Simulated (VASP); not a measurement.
# Sound and unsound inputs on GaPPt5

Aim: change the input of a sound run on GaPPt5 piece by piece and see what each change does. All runs use LDA. The start is a computed cell from the Materials Project.

Main program and level: VASP 6.6.1; LDA; plane waves and PAW (Ga_d, P, Pt).

Most raw output is cut from this account.

## (1) Set-up

The structure is tetragonal, space group P4/mmm (No. 123). The conventional cell has a = 3.918 Å, b = 3.918 Å, c = 6.885 Å, α = 90.00°, β = 90.00°, γ = 90.00°. Ga has 12 Pt at 2.77 to 2.80 Å nearest. Nearest to P lie 8 Pt at 2.43 Å. Nearest to Pt lie 2 P at 2.43 Å and 6 Pt at 2.77 to 2.80 Å and 2 Ga at 2.80 Å. Pt has 4 Ga at 2.77 Å and 8 Pt at 2.80 Å nearest. Farther neighbours are not listed.

Structure file:

```
Ga P Pt
1.0
     3.91763    0.00000    0.00000
     0.00000    3.91763    0.00000
     0.00000    0.00000    6.88460
Ga P Pt
1 1 5
Direct
  0.50000 0.50000 0.00000
  0.00000 0.00000 0.50000
  0.00000 0.50000 0.28992
  0.00000 0.50000 0.71008
  0.50000 0.00000 0.28992
  0.50000 0.00000 0.71008
  0.00000 0.00000 0.00000
```

## (2) Reference run

A single point writes out density, ELF and potential. LDA, the lowest rung, knows the local density alone.

Input file INCAR:

```
SYSTEM = GaPPt5
PREC = Accurate
ENCUT = 400
EDIFF = 1E-06
NELM = 100
ISMEAR = -1
SIGMA = 0.05
LREAL = .FALSE.
ALGO = Normal
GGA = CA
NBANDS = 42
LASPH = .TRUE.
LORBIT = 11
LWAVE = .FALSE.
LCHARG = .TRUE.
ISIF = 2
LELF = .TRUE.
LVHAR = .TRUE.
```

Input file POSCAR:

```
GaPPt5
1.0
    3.9176303600      0.0000000000      0.0000000000
    0.0000000000      3.9176303600      0.0000000000
    0.0000000000      0.0000000000      6.8845979100
Ga P Pt
1 1 5
Direct
    0.5000000000      0.5000000000      0.0000000000
    0.0000000000      0.0000000000      0.5000000000
    0.0000000000      0.5000000000      0.2899181300
    0.0000000000      0.5000000000      0.7100818700
    0.5000000000      0.0000000000      0.2899181300
    0.5000000000      0.0000000000      0.7100818700
    0.0000000000      0.0000000000      0.0000000000
```

Input file KPOINTS:

```
Automatic mesh
0
Gamma
6 6 4
0 0 0
```

PAW data sets: Ga_d, P and Pt (LDA family, release 64).

Launch:

```sh
mpirun -np 8 vasp_std
```

It took 8.4 s on 8 MPI ranks of Intel Xeon 6975P-C (Granite Rapids), shared host; peak memory 1.1 GiB.

The k-mesh is coarse for a metal. At this level the cell is under a tension of 7.3 GPa, so at these settings it is away from equilibrium.

This step gave:

* SCF cycles: 13
* electrons: 68
* bands: 48
* irreducible k-points: 30
* symmetry operations: 16
* free energy (TOTEN): -50.4841 eV
* energy at zero smearing: -50.4781 eV
* Fermi energy: 10.64 eV
* pressure: -7.341 GPa
* metallic: yes

ELF in the ac plane at fractional y = 0.000, with atoms of P and Pt within 0.2 Å of it. It is the smooth field of the valence electrons, not physical close to the nuclei.

Ten even steps from '0' (0.00) to '9' (0.72), each cell a mean:
```
00244221234410
11343322234421
44444334334444
44444444444444
22334311234332
12233100024322
22344000014422
44454100024444
77765210135677
79985443446898
57996444447996
25997433358984
36996433347985
78986444446998
88865321245788
55554100025555
23344000014432
12243100024322
22334210134322
33334433344333
44444444444444
22343333334432
00244222234410
00144221234300
```
Columns run along a (3.9 Å), rows up along c (6.9 Å). Atoms in or near the plane, at fractional coordinates: P at (0.00, 0.50), Pt at (0.50, 0.29), Pt at (0.50, 0.71), Pt at (0.00, 0.00).

Electrostatic potential energy in the ac plane at fractional y = 0.000, with atoms of P and Pt within 0.2 Å of it. With pseudopotentials it is smooth inside the atoms' cores, unlike the true potential.

Values in eV, 24 rows by 14 columns, each cell a mean:
```
-68 -63 -46 -22  -3   1   2   2   2   1  -7 -29 -53 -65
-57 -51 -34 -13  -1   1   1   1   1   1  -3 -19 -41 -53
-31 -25 -13  -3  -1  -1  -3  -4  -2  -1  -1  -5 -17 -27
 -7  -5  -2  -1  -3 -12 -21 -24 -19  -9  -2  -1  -3  -6
  1   1   0  -2 -15 -35 -47 -51 -45 -29 -10  -1   0   1
  2   2   0  -6 -28 -52 -63 -67 -62 -45 -21  -3   1   2
  1   1  -1  -9 -33 -58 -69 -71 -67 -51 -26  -5   0   1
 -2  -2  -2  -8 -30 -54 -66 -69 -64 -47 -23  -5  -2  -2
-12  -9  -6  -6 -19 -40 -52 -56 -50 -34 -14  -5  -7 -10
-51 -39 -17  -7  -7 -17 -27 -30 -25 -13  -6  -8 -24 -44
-72 -68 -38 -11  -4  -4  -6  -8  -6  -3  -5 -16 -51 -69
-72 -72 -51 -15  -4  -1  -1  -1  -1  -1  -5 -23 -63 -72
-72 -72 -45 -13  -4  -1  -2  -3  -2  -2  -5 -20 -58 -72
-61 -49 -22  -7  -6 -12 -20 -23 -19  -9  -5 -10 -31 -53
-22 -16  -8  -6 -14 -33 -44 -48 -42 -27 -10  -6 -10 -18
 -4  -3  -3  -7 -27 -51 -63 -66 -61 -44 -21  -5  -3  -4
  1   0  -1  -9 -33 -58 -69 -71 -67 -51 -26  -5   0   1
  2   2   0  -8 -30 -55 -66 -69 -64 -48 -23  -4   1   2
  1   1   0  -3 -19 -41 -53 -57 -51 -34 -13  -2   1   1
 -3  -2  -1  -1  -6 -20 -30 -34 -28 -15  -4  -1  -1  -2
-23 -19  -8  -2  -1  -3  -6  -7  -5  -2  -1  -3 -12 -20
-48 -42 -26  -9  -1   1   1   1   1   0  -2 -13 -33 -45
-66 -61 -44 -20  -3   1   2   2   2   1  -6 -27 -51 -63
-71 -66 -50 -25  -4   1   2   2   2   0  -8 -33 -57 -68
```
Columns run along a (3.9 Å; values clipped at the 3rd and 97th percentile), rows up along c (6.9 Å). Atoms in or near the plane, at fractional coordinates: P at (0.00, 0.50), Pt at (0.50, 0.29), Pt at (0.50, 0.71), Pt at (0.00, 0.00).

Valence density in the ac plane at fractional y = 0.000, with atoms of P and Pt within 0.2 Å of it. It is the smooth field of the valence electrons, not physical close to the nuclei.

Ten even steps from '0' (-0.2 e/Å³) to '9' (3.6 e/Å³), each cell a mean:
```
87521100011357
65321111111245
33211111111123
11111223211111
11112355432111
11113578642111
11123689853111
11123578753111
11122456532111
22222233322222
11221111111221
01221111111220
01221111111221
22222223221222
22122345432212
11123578643111
11124689853111
01113578753111
11112456532111
11111233321111
32211111111122
54321111111235
87421100011357
98531100012368
```
Columns run along a (3.9 Å), rows up along c (6.9 Å). Atoms in or near the plane, at fractional coordinates: P at (0.00, 0.50), Pt at (0.50, 0.29), Pt at (0.50, 0.71), Pt at (0.00, 0.00).

The pressure is -7.34 GPa and the largest force 0.021 eV/Å, so the cell is not at a minimum at these settings.

## (3) A single point (LDA), changed input

A single point gives energy, forces and stress at these settings. Some settings are moved from the usual, to see what they do.

Input file INCAR:

```
SYSTEM = GaPPt5
PREC = Accurate
ENCUT = 600
EDIFF = 1E-06
NELM = 100
ISMEAR = -1
SIGMA = 0.05
LREAL = .FALSE.
ALGO = Normal
GGA = CA
NBANDS = 42
LASPH = .TRUE.
LORBIT = 11
LWAVE = .FALSE.
LCHARG = .FALSE.
KPAR = 8
ISIF = 2
MAXMIX = 5
```

POSCAR is that of step 2.

Input file KPOINTS:

```
Automatic mesh
0
Gamma
8 8 5
0 0 0
```

Launch:

```sh
mpirun -np 8 vasp_std
```

The job ended after 18 s (8 MPI ranks; peak memory 2.8 GiB).

MAXMIX acts on the way to self-consistency or on speed; a fully converged result doesn't depend on them, though slow mixing can meet EDIFF with the stress still off.

This step gave:

| Quantity | Value |
| --- | --- |
| SCF cycles | 14 |
| bands | 42 |
| irreducible k-points | 45 |
| free energy (TOTEN) | -50.4910 eV |
| energy at zero smearing | -50.4873 eV |
| Fermi energy | 10.59 eV |
| pressure | -7.325 GPa |

Against the reference run the energy at zero smearing moves by -1.31 meV an atom and the pressure by +0.02 GPa.

## (4) Total energy, forces and stress (LDA), changed input

This run is made with a changed input; what comes of it follows.

Input file INCAR:

```
SYSTEM = GaPPt5
PREC = Accurate
ENCUT = 400
EDIFF = 1E-06
NELM = 66
ISMEAR = -1
SIGMA = 0.05
LREAL = .FALSE.
ALGO = Eigenval
GGA = CA
NBANDS = 42
LASPH = .TRUE.
LORBIT = 11
LWAVE = .FALSE.
LCHARG = .FALSE.
KPAR = 8
ISIF = 2
```

POSCAR is that of step 3.

Input file KPOINTS:

```
Automatic mesh
0
Gamma
6 6 4
0 0 0
```

Launch:

```sh
mpirun -np 8 vasp_std
```

Elapsed: 3.6 s, on 8 MPI ranks; peak memory 1.7 GiB.

The run converged, but on settings that are not sound, so its numbers are not to be trusted.

Against the sound run on this cell (reference run) the energy at zero smearing moves by +630371.5 meV an atom and the pressure by +1441.90 GPa.

With this ALGO nothing was iterated to self-consistency, so the run only appears to have converged.

The fault in the input: no self-consistency without orbitals (ALGO = "Eigenval"). This ALGO needs a converged WAVECAR; use ALGO = Normal first.

## (5) Total energy, forces and stress (LDA), changed input, try 2

Input file INCAR:

```
SYSTEM = GaPPt5
PREC = Accurate
ENCUT = 300
EDIFF = 1E-06
NELM = 100
ISMEAR = -1
SIGMA = 0.05
LREAL = .FALSE.
ALGO = Normal
GGA = CA
NBANDS = 42
LASPH = .TRUE.
LORBIT = 11
LWAVE = .FALSE.
LCHARG = .FALSE.
KPAR = 8
ISIF = 2
ISYM = 3
NELECT = 67.9
```

POSCAR is that of step 4.

KPOINTS is that of step 4.

Launch:

```sh
mpirun -np 8 vasp_std
```

Elapsed: 8.8 s, on 8 MPI ranks.

The run ended with an error.

VASP's message: “internal error in CHECK_FULL_KPOINTS: KPOINTS_FULL not properly initialised”. No number of this run is used.

ISYM = 3 is meant for hybrids and fails here together with this job; the default ISYM avoids it.

NELECT differs from the neutral count, so the cell is charged against a uniform background: another system, not a numerical setting. The cutoff falls from 400 to 300 eV, which shrinks the basis; the stress suffers most (Pulay stress), and PAW energies need not rise evenly as the basis shrinks.

## (6) Relaxing cell and atoms (LDA), changed input

The start need not lie at this functional's minimum. ISIF = 3 frees volume, shape and positions, and EDIFFG sets the threshold on forces and stress at which the search stops. Some settings are moved from the usual, to see what they do.

INCAR: that of step 5 with these lines changed.

```diff
@@ -2,3 +2,3 @@
 PREC = Accurate
-ENCUT = 300
+ENCUT = 400
 EDIFF = 1E-06
@@ -16,4 +16,10 @@
 KPAR = 8
-ISIF = 2
-ISYM = 3
-NELECT = 67.9
+IBRION = 2
+NSW = 60
+ISIF = 3
+EDIFFG = -0.01
+AMIX = 0.2
+BMIX = 1E-04
+AMIX_MAG = 0.8
+BMIX_MAG = 1E-04
+PSTRESS = 50
```

POSCAR is that of step 5.

KPOINTS is that of step 5.

Launch:

```sh
mpirun -np 8 vasp_std
```

The job ended after 39 s (8 MPI ranks; peak memory 1.9 GiB).

PSTRESS = 50 sets a target pressure of 5 GPa, a physical condition rather than a numerical setting. AMIX, BMIX, AMIX_MAG and BMIX_MAG act on the way to self-consistency or on speed; a fully converged result doesn't depend on them, though slow mixing can meet EDIFF with the stress still off. Under PSTRESS the energies of the steps are enthalpies, with the pressure-volume term. The run keeps the 16 symmetry operations of its start, so it cannot find a distortion of lower symmetry.

Step by step:

```
step  energy less that of the first step (eV)  largest force (eV/Å)  pressure (GPa)  volume (Å³)
   1                                   0.0000                0.0210           -7.22       105.66
   2                                   1.3139                0.0321           52.40        89.02
   3                                  -0.2046                0.0012            4.32       100.84
   4                                  -0.2051                0.0006            4.87       100.64
   5                                  -0.2051                0.0005            5.16       100.55
   6                                  -0.2050                0.0024            4.68       100.72
   7                                  -0.2051                0.0011            4.95       100.61
```

```
conventional cell, symmetrised  before  after  change
                         a (Å)   3.918  3.853  -1.6 %
                         b (Å)   3.918  3.853  -1.6 %
                         c (Å)   6.885  6.776  -1.6 %
              volume (Å³/atom)   15.09  14.37  -4.8 %
```

The relaxed structure:

```xyz
7
Lattice="3.8533 0.0000 0.0000 0.0000 3.8533 0.0000 0.0000 0.0000 6.7763" Properties=species:S:1:pos:R:3 pbc="T T T"
Ga    1.9266    1.9266    0.0000
P     0.0000    0.0000    3.3882
Pt    0.0000    1.9266    1.9648
Pt    0.0000    1.9266    4.8115
Pt    1.9266    0.0000    1.9648
Pt    1.9266    0.0000    4.8115
Pt    0.0000    0.0000    0.0000
```

This step gave:

```
irreducible k-points            : 30
free energy (TOTEN)             : -50.5316 eV
energy at zero smearing         : -50.5260 eV
enthalpy                        : -47.39 eV
Fermi energy                    : 11.55 eV
pressure                        : 4.952 GPa
SCF cycles over all ionic steps : 71
```

It ends with a largest force of 0.001 eV/Å and a pressure of 4.95 GPa.

## (7) Relaxing cell and atoms (LDA), changed input, try 2

Input file INCAR:

```
SYSTEM = GaPPt5
PREC = Accurate
ENCUT = 400
EDIFF = 1E-06
NELM = 62
ISMEAR = -1
SIGMA = 0.05
LREAL = .FALSE.
ALGO = Normal
GGA = CA
NBANDS = 42
LASPH = .TRUE.
LORBIT = 11
LWAVE = .FALSE.
LCHARG = .FALSE.
KPAR = 8
IBRION = 2
NSW = 30
ISIF = 3
EDIFFG = -0.01
IMIX = 1
AMIX = 1.5
BMIX = 1E-04
```

POSCAR is that of step 6.

KPOINTS is that of step 6.

Launch:

```sh
mpirun -np 8 vasp_std
```

Wall time 42 s (8 MPI ranks).

The run ended with an error.

VASP's message: “Orbital orthonormalization failed in the inversion of matrix LAPACK: Routine ZPOTRF failed! kpoint: 1 spin: 1”. No number of this run is used.

The fault in the input: mixing far too strong (IMIX = 1, AMIX = 1.5 and BMIX = 0.0001). Lower AMIX to 0.4 or under and return to the default mixer.

## (8) A single point (LDA), changed input, try 2

Input file INCAR:

```
SYSTEM = GaPPt5
PREC = Accurate
ENCUT = 400
EDIFF = 1E-06
NELM = 100
ISMEAR = -1
SIGMA = 0.05
LREAL = .FALSE.
ALGO = VeryFast
GGA = CA
NBANDS = 36
LASPH = .TRUE.
LORBIT = 11
LWAVE = .FALSE.
LCHARG = .FALSE.
KPAR = 8
ISIF = 2
```

POSCAR is that of step 7.

KPOINTS is that of step 7.

Launch:

```sh
mpirun -np 8 vasp_std
```

It took 38 s on 8 MPI ranks; peak memory 1.9 GiB.

EDIFF was not reached within NELM cycles, so the run counts as unconverged.

At the end rms(c) stands at 2e-03, with no steady fall over the second half of the cycles shown.

Settings moved from the usual: ALGO = VeryFast and NBANDS = 36.

## (9) Relaxing cell and atoms (LDA)

Properties are meant for the cell that this level of theory prefers, so cell and atoms are relaxed first (ISIF = 3) until forces and stress are small; EDIFFG sets the threshold.

INCAR: that of step 8 with these lines changed.

```diff
@@ -8,5 +8,5 @@
 LREAL = .FALSE.
-ALGO = VeryFast
+ALGO = Normal
 GGA = CA
-NBANDS = 36
+NBANDS = 42
 LASPH = .TRUE.
@@ -16,2 +16,5 @@
 KPAR = 8
-ISIF = 2
+IBRION = 2
+NSW = 60
+ISIF = 3
+EDIFFG = -0.01
```

POSCAR is that of step 8.

KPOINTS is that of step 8.

Launch:

```sh
mpirun -np 8 vasp_std
```

It took 25 s on 8 MPI ranks; peak memory 1.9 GiB.

Relaxation path:

```
step  energy less that of the first step (eV)  largest force (eV/Å)  pressure (GPa)  volume (Å³)
   1                                   0.0000                0.0208           -7.36       105.66
   2                                   0.3819                0.0198           22.33        95.40
   3                                  -0.0758                0.0060           -0.21       102.55
   4                                  -0.0758                0.0056            0.02       102.48
   5                                  -0.0759                0.0051           -0.02       102.48
```

```
conventional cell, symmetrised  before  after  change
                         a (Å)   3.918  3.876  -1.1 %
                         b (Å)   3.918  3.876  -1.1 %
                         c (Å)   6.885  6.821  -0.9 %
              volume (Å³/atom)   15.09  14.64  -3.0 %
```

Final coordinates:

```xyz
7
Lattice="3.8762 0.0000 0.0000 0.0000 3.8762 0.0000 0.0000 0.0000 6.8206" Properties=species:S:1:pos:R:3 pbc="T T T"
Ga    1.9381    1.9381    0.0000
P     0.0000    0.0000    3.4103
Pt    0.0000    1.9381    1.9779
Pt    0.0000    1.9381    4.8427
Pt    1.9381    0.0000    1.9779
Pt    1.9381    0.0000    4.8427
Pt    0.0000    0.0000    0.0000
```

Numbers from this step:

```
free energy (TOTEN)             : -50.5600 eV
energy at zero smearing         : -50.5542 eV
Fermi energy                    : 11.20 eV
pressure                        : -0.01838 GPa
SCF cycles over all ionic steps : 44
```

It ends with a largest force of 0.005 eV/Å and a pressure of -0.02 GPa.

## (10) Side by side

| changed | job | ended | energy (meV/atom) | pressure (GPa) | volume (%) |
| --- | --- | --- | --- | --- | --- |
| ENCUT = 600, k = 8×8×5, MAXMIX = 5 | single point | converged | -1.31 | +0.02 | - |
| ALGO = Eigenval | single point | converged, with a warning or advice | +630371.45 | +1441.90 | - |
| ISYM = 3, ENCUT = 300, NELECT = 67.9 | single point | crashed | - | - | - |
| AMIX = 0.2, BMIX = 0.0001, AMIX_MAG = 0.8, BMIX_MAG = 0.0001, PSTRESS = 50 | relaxation | converged | - | - | -1.8 |
| IMIX = 1, AMIX = 1.5, BMIX = 0.0001 | relaxation | crashed | - | - | - |
| ALGO = VeryFast, NBANDS = 36 | single point | not converged | - | - | - |

## (11) Summary of results

| Property | Result |
| --- | --- |
| ENCUT = 600, k = 8×8×5, MAXMIX = 5 (single point) | converged, -1.31 meV/atom |
| ALGO = Eigenval (single point) | converged, with a warning or advice, +630371.45 meV/atom |
| ISYM = 3, ENCUT = 300, NELECT = 67.9 (single point) | crashed |
| AMIX = 0.2, BMIX = 0.0001, AMIX_MAG = 0.8, BMIX_MAG = 0.0001, PSTRESS = 50 (relaxation) | converged, volume -1.8 % |
| IMIX = 1, AMIX = 1.5, BMIX = 0.0001 (relaxation) | crashed |
| ALGO = VeryFast, NBANDS = 36 (single point) | not converged |

In words: Changes that show themselves, by a stop, a warning or no convergence: ALGO = Eigenval; ISYM = 3, ENCUT = 300, NELECT = 67.9; IMIX = 1, AMIX = 1.5, BMIX = 0.0001; ALGO = VeryFast, NBANDS = 36 (where several settings stand together, the step names the one at fault, if it is known). Changes that hold a target pressure, which moves the volume as a physical condition: AMIX = 0.2, BMIX = 0.0001, AMIX_MAG = 0.8, BMIX_MAG = 0.0001, PSTRESS = 50. Differences of single points are from the reference run, and of volumes from the sound relaxation. The k-sampling is coarse for a metal, so the Fermi level, pressures and the shape of the cell carry errors.

[Lines on the potential files, build, host, timing and source positions are cut from VASP's logs without a mark.]

[Logs are printed without paths, hosts, clocks, repeated set-up lines and the standing remarks that a program may print on its own settings, such as how far it seeks lower states.]

[Hosts, paths, dates, database ids (printed as entryN), source tags and the programs' standing remarks are cut or masked in the printed files.]

[A measured line is paired with the nearest computed mode of its activity, which favours agreement.]
